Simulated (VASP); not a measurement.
**CsLiCr2Te2S3: single point with PBE**

Crystal: CsLiCr2Te2S3.

```
CELL_PARAMETERS angstrom
6.10792 -0.01886 0.00581
-2.28822 5.93151 0.00333
-1.38462 -2.19395 7.56260
ATOMIC_POSITIONS crystal
Cs 0.06348 0.10178 0.99394
Li 0.57026 0.58143 0.57403
Cr 0.07801 0.50138 0.57990
Cr 0.43162 0.02972 0.53722
Te 0.54458 0.76732 0.28198
Te 0.01143 0.65932 0.29902
S 0.77800 0.37133 0.70773
S 0.39402 0.82508 0.74875
S 0.19605 0.23009 0.48646
```

The cell was built by a generator and needn't be a form met in nature.

| Item | Value |
| --- | --- |
| Program | VASP 6.6.1 |
| Task | single point |
| Functional | PBE |
| Potentials or basis | VASP PAW PBE potentials, release 64 (Cs_sv, Li_sv, Cr_pv, Te, S) |
| Cutoff | 520 eV |
| k mesh | 5 × 5 × 4 |
| Occupations | fermi-dirac, width 0.05 eV |
| Spin | collinear spin, ferromagnetic start |
| Starting moments | [0.0, 0.0, 3.0, 3.0, 0.0, 0.0, 0.0, 0.0, 0.0] μB |

```json
{
 "Largest force": "0.124 eV/Å",
 "Band gap on the k mesh": "none (metal or under the smearing width)",
 "Net moment": "5.42 μB per cell",
 "Site moments": "Cs +0.00; Li +0.00; Cr +2.52, +2.90; Te -0.06, -0.11; S -0.06, -0.08, -0.11 μB",
 "Valence electrons inside the program's atomic spheres": "Cs 6.56; Li 2.07; Cr 10.81, 10.64; Te 3.36; S 3.74, 3.73, 3.75"
}
```

Forces in eV/Å, atoms in the order of the input:
```
Cs   0.002  0.001 -0.004
Li   0.002  0.009 -0.005
Cr  -0.022  0.040 -0.039
Cr   0.019 -0.054 -0.085
Te   0.019  0.081  0.063
Te  -0.030 -0.066  0.101
S    0.010  0.012 -0.010
S   -0.005 -0.004 -0.020
S    0.004 -0.019  0.000
```

Levels at points of the mesh, in eV from the Fermi level:
Spin up:
```tsv
k point	band 33	band 34	band 35	band 36	band 37	band 38	band 39	band 40
(0.00, 0.00, 0.00)	-1.03	-0.80	-0.62	-0.26	0.53	0.74	1.07	1.42
(0.00, 0.00, 0.50)	-1.04	-0.86	-0.61	-0.25	0.49	0.59	1.01	1.48
```
Spin down:
```
           k point  band 26  band 27  band 28  band 29  band 30  band 31  band 32  band 33  band 34  band 35
(0.00, 0.00, 0.00)    -2.44    -2.35    -1.66    -1.53    -1.29     0.49     0.88     0.98     1.32     1.43
(0.00, 0.00, 0.50)    -2.59    -2.42    -1.69    -1.47    -1.31     0.54     0.85     0.96     1.39     1.49
```

Wall time 11 min on 4 MPI ranks on Intel(R) Xeon(R) Platinum 8488C (Sapphire Rapids) (shared host), peak memory 1.2 GiB a rank.

Caveat: only a ferromagnetic start was run, and an antiferromagnetic order may lie lower in energy. With open d or f shells a metallic result of PBE can be an artefact of self-interaction; +U or a hybrid may open a gap.
